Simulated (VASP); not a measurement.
Output of a VASP run:

**OSZICAR**
```
...
DAV:   1    -0.657475350415E+02   -0.19870E-02   -0.29189E-01  7200   0.385E+00    0.156E+00
DAV:   2    -0.657465175893E+02    0.10175E-02   -0.10522E-02  9178   0.797E-01    0.150E+00
DAV:   3    -0.657461132115E+02    0.40438E-03   -0.38679E-04  9240   0.167E-01    0.992E-01
DAV:   4    -0.657463128745E+02   -0.19966E-03   -0.16263E-03  9452   0.208E-01    0.492E-01
DAV:   5    -0.657463673116E+02   -0.54437E-04   -0.19842E-04  9700   0.135E-01    0.303E-01
DAV:   6    -0.657463959637E+02   -0.28652E-04   -0.68973E-05  9722   0.684E-02    0.189E-01
DAV:   7    -0.657463959568E+02    0.69058E-08   -0.68159E-05  9892   0.589E-02    0.121E-01
DAV:   8    -0.657464170019E+02   -0.21045E-04   -0.39603E-05  9348   0.342E-02    0.773E-02
DAV:   9    -0.657464234029E+02   -0.64010E-05   -0.17519E-05  9648   0.264E-02    0.732E-03
DAV:  10    -0.657464255873E+02   -0.21845E-05   -0.11695E-06  8064   0.873E-03    0.861E-03
DAV:  11    -0.657464253762E+02    0.21116E-06   -0.18567E-07  5840   0.316E-03    0.560E-03
DAV:  12    -0.657464251128E+02    0.26341E-06   -0.12410E-07  5348   0.209E-03    0.121E-03
DAV:  13    -0.657464249574E+02    0.15539E-06   -0.14246E-08  4140   0.112E-03    0.231E-04
DAV:  14    -0.657464249644E+02   -0.69867E-08   -0.37390E-09  3858   0.470E-04
   3 F= -.65746425E+02 E0= -.65746659E+02  d E =-.350461E-02  mag=     4.0000
       N       E                     dE             d eps       ncg     rms          rms(c)
DAV:   1    -0.657464279685E+02   -0.30112E-05   -0.45181E-04  7200   0.151E-01    0.623E-02
DAV:   2    -0.657464354886E+02   -0.75201E-05   -0.16441E-05  9182   0.313E-02    0.620E-02
DAV:   3    -0.657464342003E+02    0.12884E-05   -0.51095E-07  8602   0.608E-03    0.449E-02
DAV:   4    -0.657464238789E+02    0.10321E-04   -0.30495E-06  8762   0.910E-03    0.196E-02
DAV:   5    -0.657464249128E+02   -0.10339E-05   -0.39451E-07  7568   0.630E-03    0.135E-02
DAV:   6    -0.657464247915E+02    0.12126E-06   -0.77565E-08  4864   0.249E-03    0.876E-03
DAV:   7    -0.657464247709E+02    0.20568E-07   -0.34358E-07  6820   0.393E-03
   4 F= -.65746425E+02 E0= -.65746657E+02  d E =-.350441E-02  mag=     4.0000
       N       E                     dE             d eps       ncg     rms          rms(c)
DAV:   1    -0.657467571103E+02   -0.33232E-03   -0.30260E-02  7200   0.132E+00    0.563E-01
DAV:   2    -0.657466828892E+02    0.74221E-04   -0.81400E-04  9574   0.224E-01    0.623E-01
DAV:   3    -0.657466508829E+02    0.32006E-04   -0.32450E-05  8442   0.468E-02    0.529E-01
DAV:   4    -0.657465215991E+02    0.12928E-03   -0.26138E-04  9574   0.848E-02    0.115E-01
DAV:   5    -0.657465351260E+02   -0.13527E-04   -0.73838E-05  9208   0.772E-02    0.141E-01
DAV:   6    -0.657465438844E+02   -0.87584E-05   -0.13013E-05  9420   0.255E-02    0.146E-01
DAV:   7    -0.657465505079E+02   -0.66234E-05   -0.28300E-05  9834   0.332E-02    0.295E-02
DAV:   8    -0.657465480555E+02    0.24524E-05   -0.70730E-06  9328   0.128E-02    0.201E-02
DAV:   9    -0.657465465779E+02    0.14776E-05   -0.20967E-06  9724   0.103E-02    0.217E-02
DAV:  10    -0.657465453410E+02    0.12369E-05   -0.13946E-06  7968   0.693E-03    0.236E-03
DAV:  11    -0.657465448791E+02    0.46196E-06   -0.88487E-08  5412   0.216E-03    0.114E-03
DAV:  12    -0.657465450195E+02   -0.14044E-06   -0.16679E-08  4276   0.110E-03    0.630E-04
DAV:  13    -0.657465448933E+02    0.12623E-06   -0.38713E-09  3984   0.474E-04    0.288E-04
DAV:  14    -0.657465449048E+02   -0.11523E-07   -0.14314E-09  3828   0.240E-04
   5 F= -.65746545E+02 E0= -.65746770E+02  d E =-.120134E-03  mag=     4.0000
```

**OUTCAR**
```
------------------------ aborting loop because EDIFF is reached ----------------------------------------
  FORCE on cell =-STRESS in cart. coord.  units (eV):
  Direction    XX          YY          ZZ          XY          YZ          ZX
  --------------------------------------------------------------------------------------
  Total        6.1492121      6.1492121      6.1861327     -0.0000000      0.0000000      0.0000000
  in kB      185.9900652    185.9900652    187.1067702     -0.0000000      0.0000000      0.0000000
  external PRESSURE =     186.3623002 kB  Pullay stress =       0.0000000 kB
  volume of cell :       52.97
      direct lattice vectors                 reciprocal lattice vectors
     4.298223602  0.000000000  0.000000000     0.232654253 -0.000000000  0.000000000
     0.000000000  4.298223602  0.000000000    -0.000000000  0.232654253  0.000000000
     0.000000000  0.000000000  2.867228468     0.000000000  0.000000000  0.348768859
 POSITION                                       TOTAL-FORCE (eV/Angst)
 -----------------------------------------------------------------------------------
      0.00000      0.00000      0.00000         0.000000      0.000000      0.000000
      2.14911      2.14911      1.43361         0.000000      0.000000      0.000000
      1.29733      1.29733      0.00000         0.004360      0.004360      0.000000
      3.44644      0.85178      1.43361         0.004360     -0.004360      0.000000
      0.85178      3.44644      1.43361        -0.004360      0.004360      0.000000
      3.00089      3.00089      0.00000        -0.004360     -0.004360     -0.000000
 -----------------------------------------------------------------------------------
    total drift:                                0.000000      0.000000     -0.000000
  FREE ENERGIE OF THE ION-ELECTRON SYSTEM (eV)
  ---------------------------------------------------
  free  energy   TOTEN  =       -65.7465449048 eV

  energy  without entropy=      -65.7472201425  energy(sigma->0) =      -65.74676998

 total charge

# of ion       s       p       d       tot
------------------------------------------
    1        0.667   6.532   4.068  11.267
    2        0.667   6.532   4.068  11.267
    3        1.581   3.535   0.000   5.116
    4        1.581   3.535   0.000   5.116
    5        1.581   3.535   0.000   5.116
    6        1.581   3.535   0.000   5.116
--------------------------------------------------
tot          7.657  27.204   8.135  42.996

 magnetization (x)

# of ion       s       p       d       tot
------------------------------------------
    1        0.156   0.038   2.082   2.276
    2        0.156   0.038   2.082   2.276
    3       -0.003  -0.091   0.000  -0.094
    4       -0.003  -0.091   0.000  -0.094
    5       -0.003  -0.091   0.000  -0.094
    6       -0.003  -0.091   0.000  -0.094
--------------------------------------------------
tot          0.300  -0.291   4.165   4.174

 reached required accuracy - stopping structural energy minimisation
```
(Selected blocks of OUTCAR.)

File POSCAR:
```
CrO2
1
    4.3076788282     0.0000000000     0.0000000000
    0.0000000000     4.3076788282     0.0000000000
    0.0000000000     0.0000000000     2.8546553210
Cr O
2 4
Direct
  0.0000000000   0.0000000000   1.0000000000
  0.5000000000   0.5000000000   0.5000000000
  0.3025789010   0.3025789010   0.0000000000
  0.8025789010   0.1974210990   0.5000000000
  0.1974210990   0.8025789010   0.5000000000
  0.6974210990   0.6974210990   1.0000000000
```

Question: Reconstruct the remaining input files.

Answer: One answer among several that fit: the input of the run itself, r2SCAN+rVV10, plane waves, VASP's PBE PAW potentials (set 64).

**INCAR**
```
LASPH=T
ISIF=4
ENCUT=520   ! plane-wave cut-off (eV)
LMIXTAU=T
LCHARG=F
MAGMOM=2*2.3 4*-0.1
SIGMA=0.1
EDIFF=1E-7   ! SCF stop (eV)
NELM=100
ISPIN=2   ! spin-polarised
CPARAM=0.0093
ISMEAR=1
LWAVE=F
SYSTEM=CrO2
IBRION=2
EDIFFG=-0.01
ALGO=Normal   ! blocked Davidson
LORBIT=10
LUSE_VDW=T
BPARAM=11.95
LREAL=F
NSW=30   ! most ionic steps
PREC=Accurate
METAGGA=R2SCAN
LMAXMIX=4
```

KPOINTS:
```
Automatic mesh
0
Gamma
7 7 10
0 0 0
```

POTCAR, in this order: Cr_pv O (PBE.64 set). Program: vasp_std.

The compound is CrO2 in the rutile structure. This cell is one point of a volume scan, at 0.94 of the reference volume. Symmetry was kept, so distortions that lower it aren't found.
